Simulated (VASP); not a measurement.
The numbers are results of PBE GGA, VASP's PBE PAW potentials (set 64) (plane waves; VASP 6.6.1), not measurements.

VASP ran on this input.

### POSCAR
```
PbS
1.0
  0.0000000000   2.9700000000   2.9700000000
  2.9700000000   0.0000000000   2.9700000000
  2.9700000000   2.9700000000   0.0000000000
Pb S
1 1
Cart
  0.0000000000   0.0000000000   0.0000000000
  2.9700000000   2.9700000000   2.9700000000
```

### KPOINTS
```
Regular mesh
0
gamma
  2 2 2
0 0 0
```

INCAR:
```
ALGO=Normal
EDIFF=1E-6
ENCUT=300
GGA=PE
ISIF=2
ISMEAR=-1
LASPH=.True.
LCHARG=.False.
LMAXMIX=4
LREAL=.False.
LWAVE=.False.
NELM=100
PREC=Accurate
SIGMA=0.05
SYSTEM=PbS
```

POTCAR, in this order: Pb_d S (PBE.64 set). Program: vasp_std.

Output of the run:

### OUTCAR
```
 ion  position               nearest neighbor table
   1  0.000  0.000  0.000-   2 2.97   2 2.97   2 2.97   2 2.97   2 2.97   2 2.97
   2  0.500  0.500  0.500-   1 2.97   1 2.97   1 2.97   1 2.97   1 2.97   1 2.97
  LATTYP: Found a face centered cubic cell.
 ALAT       =     5.9400000000
 Subroutine PRICEL returns:
 Original cell was already a primitive cell.
 Subroutine GETGRP returns: Found 48 space group operations
The static configuration has the point symmetry O_h .
The dynamic configuration has the point symmetry O_h .
 Subroutine INISYM returns: Found 48 space group operations
 Subroutine IBZKPT returns following result:
 Found      3 irreducible k-points:

 Following reciprocal coordinates:
            Coordinates               Weight
  0.000000  0.000000  0.000000      1.000000
  0.500000  0.000000  0.000000      4.000000
  0.500000  0.500000  0.000000      3.000000
   k-points           NKPTS =      3   k-points in BZ     NKDIM =      3   number of bands    NBANDS=     14
   number of dos      NEDOS =    301   number of ions     NIONS =      2
   total plane-waves  NPLWV =  13824
   dimension x,y,z NGX =    24 NGY =   24 NGZ =   24
   dimension x,y,z NGXF=    48 NGYF=   48 NGZF=   48
   ions per type =               1   1
   PREC   = accura    normal or accurate (medium, high low for compatibility)
   ISTART =      0    job   : 0-new  1-cont  2-samecut
   ICHARG =      2    charge: 1-file 2-atom 10-const
   ISPIN  =      1    spin polarized calculation?
   LNONCOLLINEAR =      F non collinear calculations
   LSORBIT =      F    spin-orbit coupling
   INIWAV =      1    electr: 0-lowe 1-rand  2-diag
   ENCUT  =  300.0 eV  22.05 Ry    4.70 a.u.   5.93  5.93  5.93*2*pi/ulx,y,z
   NELM   =    100;   NELMIN=  2; NELMDL= -5     # of ELM steps
   EDIFF  = 0.1E-05   stopping-criterion for ELM
   LREAL  =      F    real-space projection
   NLSPLINE    = F    spline interpolate recip. space projectors
   LMAXMIX     =    4 max onsite mixed and CHGCAR
   VOSKOWN=      0    Vosko Wilk Nusair interpolation
   EDIFFG = 0.1E-04   stopping-criterion for IOM
...
```

File OSZICAR:
```
       N       E                     dE             d eps       ncg     rms          rms(c)
DAV:   1     0.127507711030E+03    0.12751E+03   -0.71929E+03    84   0.974E+02
DAV:   2    -0.136580794060E+01   -0.12887E+03   -0.12717E+03   114   0.294E+02
DAV:   3    -0.818556156426E+01   -0.68198E+01   -0.68137E+01    96   0.746E+01
DAV:   4    -0.833039874569E+01   -0.14484E+00   -0.14483E+00   130   0.140E+01
DAV:   5    -0.833157875233E+01   -0.11800E-02   -0.11800E-02   104   0.900E-01    0.474E+00
DAV:   6    -0.742268844066E+01    0.90889E+00   -0.24779E+00   126   0.108E+01    0.418E+00
DAV:   7    -0.740470456036E+01    0.17984E-01   -0.31355E-01    92   0.305E+00    0.315E+00
DAV:   8    -0.743598067424E+01   -0.31276E-01   -0.17608E-01    90   0.284E+00    0.189E+00
DAV:   9    -0.740738623063E+01    0.28594E-01   -0.55275E-02   106   0.135E+00    0.920E-01
DAV:  10    -0.740513734118E+01    0.22489E-02   -0.78539E-03   118   0.449E-01    0.341E-01
DAV:  11    -0.740511864840E+01    0.18693E-04   -0.32604E-03    96   0.354E-01    0.781E-02
DAV:  12    -0.740515846287E+01   -0.39814E-04   -0.19329E-04    96   0.957E-02    0.667E-02
DAV:  13    -0.740513629411E+01    0.22169E-04   -0.13904E-04   118   0.605E-02    0.404E-02
DAV:  14    -0.740513693628E+01   -0.64217E-06   -0.16972E-05    84   0.348E-02    0.387E-03
DAV:  15    -0.740513684413E+01    0.92152E-07   -0.67487E-07    42   0.587E-03
   1 F= -.74051368E+01 E0= -.73848624E+01  d E =-.405488E-01
```

**OUTCAR**
```
------------------------ aborting loop because EDIFF is reached ----------------------------------------
  FORCE on cell =-STRESS in cart. coord.  units (eV):
  Direction    XX          YY          ZZ          XY          YZ          ZX
  --------------------------------------------------------------------------------------
  Total        2.6696005      2.6696005      2.6696005     -0.0000000      0.0000000      0.0000000
  in kB       81.6314510     81.6314510     81.6314510     -0.0000000      0.0000000      0.0000000
  external PRESSURE =      81.6314510 kB  Pullay stress =       0.0000000 kB
  volume of cell :       52.40
      direct lattice vectors                 reciprocal lattice vectors
     0.000000000  2.970000000  2.970000000    -0.168350168  0.168350168  0.168350168
     2.970000000  0.000000000  2.970000000     0.168350168 -0.168350168  0.168350168
     2.970000000  2.970000000  0.000000000     0.168350168  0.168350168 -0.168350168
  FREE ENERGIE OF THE ION-ELECTRON SYSTEM (eV)
  ---------------------------------------------------
  free  energy   TOTEN  =        -7.4051368441 eV

  energy  without entropy=       -7.3645880308  energy(sigma->0) =       -7.38486244
```
(Selected blocks of OUTCAR.)

At this cut-off the stress carries a Pulay error, which pulls relaxed volumes low.

The structure is a typed PbS crystal (Fm-3m). The cell was not relaxed at this level. The k-mesh is coarse (spacing up to 0.92 per Å, 2π included), so the numbers may not be converged in it. The run is one of a series of settings (KPOINTS 2×2×2 Γ-centred mesh against the base run), some of them coarse on purpose.
